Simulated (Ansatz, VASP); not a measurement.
## Cross-check of Nb (Nb(110) film of 2 layers) between VASP and Ansatz

Aim: how closely do two programs agree when they are given the same cell, functional and k mesh? The cell is taken from a series of runs on this material, whose earlier steps may have relaxed, scaled, displaced or heated it; both programs get it as it stands.

Calculated with Ansatz 0.2.0; plane waves, with VASP 6.6.1 beside it; zone-centre phonons at LDA.

## Step 1: Set-up

The cell holds 2 atoms: 2 Nb. Its edges and angles: a = 2.638 Å, b = 2.638 Å, c = 28.467 Å, α = 90.0°, β = 90.0°, γ = 74.9°. It derives from Nb. Vacuum lies along c.

Coordinates:

```cif
data_structure
_symmetry_space_group_name_H-M 'P 1'
_symmetry_Int_Tables_number 1
_cell_length_a 2.6375
_cell_length_b 2.6375
_cell_length_c 28.4669
_cell_angle_alpha 90.000
_cell_angle_beta 90.000
_cell_angle_gamma 74.947
_cell_volume 191.24
loop_
_atom_site_label
_atom_site_type_symbol
_atom_site_fract_x
_atom_site_fract_y
_atom_site_fract_z
_atom_site_occupancy
Nb1 Nb 0.00000 0.00000 0.19339 1
Nb2 Nb 0.50000 0.50000 0.27499 1
```

## Step 2: VASP: zone-centre phonons, LDA

Second derivatives magnify differences that forces hide, and they need a tight electronic threshold.

Lines of VASP's logs that name or quote its potential files are left out, and so is its time.

INCAR

```
SYSTEM = Nb
PREC = Accurate
ENCUT = 500
EDIFF = 1E-08
NELM = 120
ISMEAR = 1
SIGMA = 0.2
LREAL = .FALSE.
ALGO = Normal
GGA = PW92
NBANDS = 19
LASPH = .TRUE.
LORBIT = 11
LWAVE = .FALSE.
LCHARG = .FALSE.
ISIF = 2
IBRION = 8
GGA_COMPAT = .FALSE.
NELMDL = -8
```

POSCAR

```
Nb
1.0
    1.6046599824      2.0932194511      0.0000000000
   -1.6046599824      2.0932194511      0.0000000000
    0.0000000000      0.0000000000     28.4669037684
Nb
2
Direct
    0.0000000000      0.0000000000      0.1933900556
    0.5000000000      0.5000000000      0.2749942164
```

KPOINTS

```
Automatic mesh
0
Gamma
6 6 1
0 0 0
```

Potentials, in the order of the species: Nb_sv (LDA family, release 64).

The run is started by

```console
$ mpirun -np 1 vasp_std
```

Numbers of over 12 decimals in the logs are rounded to 6 here.

The log of the run:

```text
[banner, memory and clock lines left out]
running    1 mpi-ranks, on    1 nodes
 distrk:  each k-point on    1 cores,    1 groups
 distr:  one band on    1 cores,    1 groups

 POSCAR found type information on POSCAR Nb
 POSCAR found :  1 types and       2 ions
|                                                                             |
|               ----> ADVICE to this user running VASP <----                  |
|                                                                             |
|     You enforced a specific xc type in the INCAR file but a different       |
|     [... a line on the potential file left out ...]
|     I HOPE YOU KNOW WHAT YOU ARE DOING!                                     |
|                                                                             |

 LDA part: xc-table for (Slater(with rela. corr.)+PW92), standard interpolation
 POSCAR, INCAR and KPOINTS ok, starting setup
 FFT: planning ... GRIDC
 FFT: planning ... GRID_SOFT
 FFT: planning ... GRID
 WAVECAR not read
 entering main loop
       N       E                     dE             d eps       ncg     rms          rms(c)
DAV:   1     0.233403952612E+03    0.23340E+03   -0.13894E+04   694   0.108E+03
DAV:   2     0.362043523016E+01   -0.22978E+03   -0.22620E+03   733   0.421E+02
DAV:   3    -0.205289018466E+02   -0.24149E+02   -0.23526E+02   900   0.964E+01
DAV:   4    -0.221454603360E+02   -0.16166E+01   -0.15678E+01   764   0.236E+01
DAV:   5    -0.222127287932E+02   -0.67268E-01   -0.67066E-01   892   0.483E+00
DAV:   6    -0.222155689546E+02   -0.28402E-02   -0.28360E-02   780   0.778E-01
DAV:   7    -0.222156223329E+02   -0.53378E-04   -0.53365E-04   844   0.139E-01
DAV:   8    -0.222156252712E+02   -0.29383E-05   -0.29379E-05   836   0.233E-02    0.112E+01
DAV:   9    -0.205615888610E+02    0.16540E+01   -0.58544E+00   683   0.171E+01    0.411E+00
DAV:  10    -0.204305326075E+02    0.13106E+00   -0.61322E-01   764   0.759E+00    0.119E+00
DAV:  11    -0.204266715854E+02    0.38610E-02   -0.71662E-02   932   0.251E+00    0.821E-01
DAV:  12    -0.204210799650E+02    0.55916E-02   -0.29930E-02   652   0.141E+00    0.220E-01
DAV:  13    -0.204217691777E+02   -0.68921E-03   -0.24114E-03   662   0.463E-01    0.875E-02
DAV:  14    -0.204215349626E+02    0.23422E-03   -0.10325E-03   708   0.242E-01    0.615E-02
[...]
DAV:  21    -0.204229453814E+02   -0.30795E-04   -0.20218E-06   617   0.624E-03    0.702E-04
DAV:  22    -0.204229546412E+02   -0.92598E-05   -0.49872E-07   612   0.257E-03    0.495E-04
DAV:  23    -0.204229621710E+02   -0.75298E-05   -0.33160E-07   537   0.134E-03    0.258E-04
DAV:  24    -0.204229646852E+02   -0.25142E-05   -0.10441E-07   604   0.115E-03    0.119E-04
DAV:  25    -0.204229653332E+02   -0.64799E-06   -0.12195E-08   476   0.820E-04    0.594E-05
DAV:  26    -0.204229654874E+02   -0.15422E-06   -0.25342E-09   449   0.281E-04    0.306E-05
DAV:  27    -0.204229655668E+02   -0.79445E-07   -0.18062E-09   449   0.202E-04    0.221E-05
DAV:  28    -0.204229655763E+02   -0.95170E-08   -0.24824E-10   395   0.130E-04
   1 F= -.20422966E+02 E0= -.20426181E+02  d E =0.964561E-02
 Linear response reoptimize wavefunctions to high precision
DAV:   1    -0.204229655769E+02   -0.55661E-09    0.32046E-11   441   0.831E-05
DAV:   2    -0.204229655769E+02   -0.32742E-10    0.66500E-11   349   0.565E-05
 Linear response DOF=           3
 Linear response progress:
  Degree of freedom:   1/  3
       N       E                     dE             d eps       ncg     rms          rms(c)
RMM:   1    -0.483266454057E+00   -0.48327E+00    0.49895E+00   551   0.383E+01
RMM:   2    -0.387416951702E+00    0.95850E-01   -0.63012E-01   735   0.542E+00    0.243E-01
RMM:   3    -0.390516521962E+00   -0.30996E-02   -0.41659E-02   964   0.138E+00    0.130E-01
RMM:   4    -0.390771625406E+00   -0.25510E-03   -0.84091E-03  1175   0.504E-01    0.314E-02
RMM:   5    -0.391220379920E+00   -0.44875E-03   -0.18323E-03  1220   0.215E-01    0.467E-02
RMM:   6    -0.391190239502E+00    0.30140E-04   -0.47984E-04  1205   0.981E-02    0.199E-02
RMM:   7    -0.391234944295E+00   -0.44705E-04   -0.18518E-04  1188   0.610E-02    0.857E-03
RMM:   8    -0.391160256398E+00    0.74688E-04   -0.68195E-05  1257   0.370E-02    0.259E-03
RMM:   9    -0.391094571080E+00    0.65685E-04   -0.26221E-05  1170   0.224E-02    0.222E-03
RMM:  10    -0.391100340442E+00   -0.57694E-05   -0.18490E-05  1309   0.126E-02    0.144E-03
RMM:  11    -0.391101562894E+00   -0.12225E-05   -0.65033E-06  1313   0.698E-03    0.142E-03
RMM:  12    -0.391101471052E+00    0.91842E-07   -0.40548E-06  1305   0.442E-03    0.172E-03
RMM:  13    -0.391105052044E+00   -0.35810E-05   -0.18749E-06  1025   0.418E-03    0.548E-04
RMM:  14    -0.391107215656E+00   -0.21636E-05   -0.10393E-06  1179   0.238E-03    0.553E-04
RMM:  15    -0.391107408822E+00   -0.19317E-06   -0.43563E-07  1244   0.160E-03    0.513E-04
RMM:  16    -0.391107613727E+00   -0.20490E-06   -0.19775E-07  1286   0.118E-03    0.508E-04
 first order change of Fermi-energy  -0.15557E-03
 force on displaced ion       1 direction 1 :  -1.636   0.000   0.005
 Linear response progress:
  Degree of freedom:   2/  3
       N       E                     dE             d eps       ncg     rms          rms(c)
RMM:   1    -0.454580753207E+00   -0.45458E+00    0.52050E+00   552   0.385E+01
RMM:   2    -0.352209605359E+00    0.10237E+00   -0.56310E-01   750   0.520E+00    0.261E-01
RMM:   3    -0.355108175429E+00   -0.28986E-02   -0.39228E-02  1001   0.131E+00    0.134E-01
RMM:   4    -0.355108243626E+00   -0.68197E-07   -0.76299E-03  1175   0.478E-01    0.323E-02
RMM:   5    -0.355497874470E+00   -0.38963E-03   -0.12988E-03  1230   0.199E-01    0.529E-02
RMM:   6    -0.355419986821E+00    0.77888E-04   -0.39171E-04  1188   0.931E-02    0.179E-02
RMM:   7    -0.355401630063E+00    0.18357E-04   -0.13803E-04  1222   0.529E-02    0.719E-03
RMM:   8    -0.355282187825E+00    0.11944E-03   -0.57831E-05  1255   0.313E-02    0.264E-03
RMM:   9    -0.355241637709E+00    0.40550E-04   -0.22129E-05  1205   0.189E-02    0.209E-03
RMM:  10    -0.355241889297E+00   -0.25159E-06   -0.14197E-05  1303   0.999E-03    0.116E-03
RMM:  11    -0.355241901500E+00   -0.12203E-07   -0.50259E-06  1325   0.540E-03    0.120E-03
RMM:  12    -0.355240053842E+00    0.18477E-05   -0.30794E-06  1208   0.371E-03    0.195E-03
RMM:  13    -0.355244821975E+00   -0.47681E-05   -0.14015E-06   985   0.468E-03    0.241E-04
RMM:  14    -0.355245896479E+00   -0.10745E-05   -0.46548E-07  1219   0.206E-03    0.177E-04
RMM:  15    -0.355246142551E+00   -0.24607E-06   -0.47343E-07  1278   0.135E-03    0.196E-04
RMM:  16    -0.355246407775E+00   -0.26522E-06   -0.14947E-07  1283   0.994E-04    0.183E-04
RMM:  17    -0.355246586694E+00   -0.17892E-06   -0.12998E-07  1224   0.843E-04    0.188E-04
 first order change of Fermi-energy  -0.12308E-02
 force on displaced ion       1 direction 2 :   0.000  -2.533  -0.010
 Linear response progress:
  Degree of freedom:   3/  3
       N       E                     dE             d eps       ncg     rms          rms(c)
RMM:   1    -0.806861497160E+00   -0.80686E+00    0.48374E+00   570   0.377E+01
RMM:   2    -0.741252754311E+00    0.65609E-01   -0.64542E-01   767   0.537E+00    0.236E-01
RMM:   3    -0.748238127862E+00   -0.69854E-02   -0.49569E-02   932   0.142E+00    0.248E-01
RMM:   4    -0.748146227251E+00    0.91901E-04   -0.11461E-02  1128   0.538E-01    0.138E-01
RMM:   5    -0.748378206846E+00   -0.23198E-03   -0.18297E-03  1022   0.294E-01    0.510E-02
RMM:   6    -0.748584858227E+00   -0.20665E-03   -0.68254E-04  1198   0.157E-01    0.204E-02
RMM:   7    -0.748328857723E+00    0.25600E-03   -0.28122E-04  1274   0.766E-02    0.971E-03
RMM:   8    -0.748298767553E+00    0.30090E-04   -0.97996E-05  1323   0.370E-02    0.537E-03
RMM:   9    -0.748256479648E+00    0.42288E-04   -0.31620E-05  1334   0.204E-02    0.172E-03
RMM:  10    -0.748268304494E+00   -0.11825E-04   -0.14207E-05  1280   0.125E-02    0.870E-04
RMM:  11    -0.748260852737E+00    0.74518E-05   -0.64381E-06  1332   0.719E-03    0.465E-04
RMM:  12    -0.748256227130E+00    0.46256E-05   -0.29684E-06  1329   0.435E-03    0.154E-04
RMM:  13    -0.748255208454E+00    0.10187E-05   -0.12938E-06  1322   0.285E-03    0.130E-04
RMM:  14    -0.748256364233E+00   -0.11558E-05   -0.81615E-07  1303   0.200E-03    0.629E-05
[...]
RMM:  19    -0.748256808358E+00   -0.33643E-06   -0.72264E-08  1252   0.691E-04    0.257E-05
RMM:  20    -0.748256691998E+00    0.11636E-06   -0.65585E-08  1216   0.634E-04    0.174E-05
RMM:  21    -0.748256580085E+00    0.11191E-06   -0.61232E-08  1287   0.569E-04    0.905E-06
RMM:  22    -0.748256605370E+00   -0.25285E-07   -0.58699E-08  1261   0.537E-04    0.949E-06
RMM:  23    -0.748256551632E+00    0.53738E-07   -0.49110E-08  1273   0.513E-04    0.464E-06
RMM:  24    -0.748256494802E+00    0.56830E-07   -0.49389E-08  1234   0.496E-04    0.292E-06
RMM:  25    -0.748256508950E+00   -0.14148E-07   -0.46406E-08  1272   0.482E-04    0.232E-06
RMM:  26    -0.748256505469E+00    0.34804E-08   -0.50062E-08  1242   0.472E-04    0.179E-06
 first order change of Fermi-energy   0.23418E-01
 force on displaced ion       1 direction 3 :   0.000   0.000  -5.419
 Linear response finished
```

From OUTCAR (step 2):

```text
ion  position               nearest neighbor table
   1  0.000  0.000  0.193-   2 2.82   2 2.82
   2  0.500  0.500  0.275-   1 2.82   1 2.82

  LATTYP: Found a base centered orthorhombic cell.
 ALAT       =     3.2093199648
 B/A-ratio  =     1.3044629230
 C/A-ratio  =     8.8700734363

 Subroutine GETGRP returns: Found  8 space group operations
 (whereof  4 operations were pure point group operations)

The static configuration has the point symmetry C_2v.
 The point group associated with its full space group is D_2h.

 Found     13 irreducible k-points:

   k-points           NKPTS =     13   k-points in BZ     NKDIM =     13   number of bands    NBANDS=     19

   dimension x,y,z NGX =    20 NGY =   20 NGZ =  210
   dimension x,y,z NGXF=    40 NGYF=   40 NGZF=  420

   ENCUT  =  500.0 eV  36.75 Ry    6.06 a.u.   4.81  4.81 51.90*2*pi/ulx,y,z

   NELECT =      26.0000    total number of electrons

 k-points in reciprocal lattice and weights: Automatic mesh
   0.00000000  0.00000000  0.00000000       0.028
   0.16666667 -0.00000000  0.00000000       0.111
   0.33333333  0.00000000  0.00000000       0.111
   0.50000000 -0.00000000  0.00000000       0.056
   0.16666667  0.16666667  0.00000000       0.056
   0.33333333  0.16666667  0.00000000       0.111
   0.50000000  0.16666667  0.00000000       0.111
  -0.33333333  0.16666667  0.00000000       0.111
  -0.16666667  0.16666667  0.00000000       0.056
   0.33333333  0.33333333  0.00000000       0.056
   0.50000000  0.33333333  0.00000000       0.111
  -0.33333333  0.33333333  0.00000000       0.056
   0.50000000  0.50000000  0.00000000       0.028

 average (electrostatic) potential at core
       1 -89.4565       2 -89.4565

  Total       -0.7953071      0.2615998     -0.1134822      0.0000000      0.0000000      0.0000000
  in kB       -6.6631166      2.1916944     -0.9507588      0.0000000      0.0000000      0.0000000
  external PRESSURE =      -1.8073937 kB  Pullay stress =       0.0000000 kB

  energy-cutoff  :      500.00
  volume of cell :      191.24
      direct lattice vectors                 reciprocal lattice vectors
     1.604659982  2.093219451  0.000000000     0.311592490  0.238866498  0.000000000
    -1.604659982  2.093219451  0.000000000    -0.311592490  0.238866498  0.000000000
     0.000000000  0.000000000 28.466903768     0.000000000  0.000000000  0.035128513

 POSITION                                       TOTAL-FORCE (eV/Angst)
 -----------------------------------------------------------------------------------
      0.00000      0.00000      5.50522         0.000000     -0.000000      0.030645
      0.00000      2.09322      7.82823         0.000000      0.000000     -0.030645
 -----------------------------------------------------------------------------------
    total drift:                               -0.000000      0.000000      0.000036

 Eigenvectors and eigenvalues of the dynamical matrix
 ----------------------------------------------------

   1 f  =    5.339310 THz    33.547873 2PiTHz  178.100206 cm-1    22.081601 meV
             X         Y         Z           dx          dy          dz
      0.000000  0.000000  5.505216     0.000000   -0.000000    0.707107
      0.000000  2.093219  7.828234     0.000000    0.000000   -0.707107

   2 f  =    3.650644 THz    22.937674 2PiTHz  121.772385 cm-1    15.097845 meV
             X         Y         Z           dx          dy          dz
      0.000000  0.000000  5.505216     0.000000   -0.707107    0.000000
      0.000000  2.093219  7.828234    -0.000000    0.707107    0.000000

   3 f  =    2.933451 THz    18.431416 2PiTHz   97.849394 cm-1    12.131773 meV
             X         Y         Z           dx          dy          dz
      0.000000  0.000000  5.505216     0.707107   -0.000000   -0.000000
      0.000000  2.093219  7.828234    -0.707107   -0.000000   -0.000000

   4 f  =    0.000000 THz     0.000000 2PiTHz    0.000001 cm-1     0.000000 meV
             X         Y         Z           dx          dy          dz
      0.000000  0.000000  5.505216     0.141991    0.213908    0.658849
      0.000000  2.093219  7.828234     0.141991    0.213908    0.658849

   5 f  =    0.000000 THz     0.000000 2PiTHz    0.000001 cm-1     0.000000 meV
             X         Y         Z           dx          dy          dz
      0.000000  0.000000  5.505216     0.579483    0.331800   -0.232612
      0.000000  2.093219  7.828234     0.579483    0.331800   -0.232612

   6 f/i=    0.000000 THz     0.000000 2PiTHz    0.000002 cm-1     0.000000 meV
             X         Y         Z           dx          dy          dz
      0.000000  0.000000  5.505216     0.379524   -0.586644    0.108673
      0.000000  2.093219  7.828234     0.379524   -0.586644    0.108673

 ELASTIC MODULI CONTR FROM IONIC RELAXATION (kBar)
 Direction    XX          YY          ZZ          XY          YZ          ZX
 --------------------------------------------------------------------------------
 XX         -87.4546   -107.5818   -146.8395      0.0000      0.0000      0.0000
 YY        -107.5818   -132.3411   -180.6338      0.0000      0.0000      0.0000
 ZZ        -146.8395   -180.6338   -246.5490      0.0000      0.0000      0.0000
 XY           0.0000      0.0000      0.0000      0.0000      0.0000      0.0000
 YZ           0.0000      0.0000      0.0000      0.0000   -135.9361      0.0000
 ZX           0.0000      0.0000      0.0000      0.0000      0.0000    -84.2393
 --------------------------------------------------------------------------------
```

[end of part 1 of 2]

[Lines on the potential files, build, host, timing and source positions are cut from VASP's logs without a mark.]

[Logs are printed without paths, hosts, clocks, repeated set-up lines and the standing remarks that a program may print on its own settings, such as how far it seeks lower states.]

[Hosts, paths, dates, database ids (printed as entryN), source tags and the programs' standing remarks are cut or masked in the printed files.]
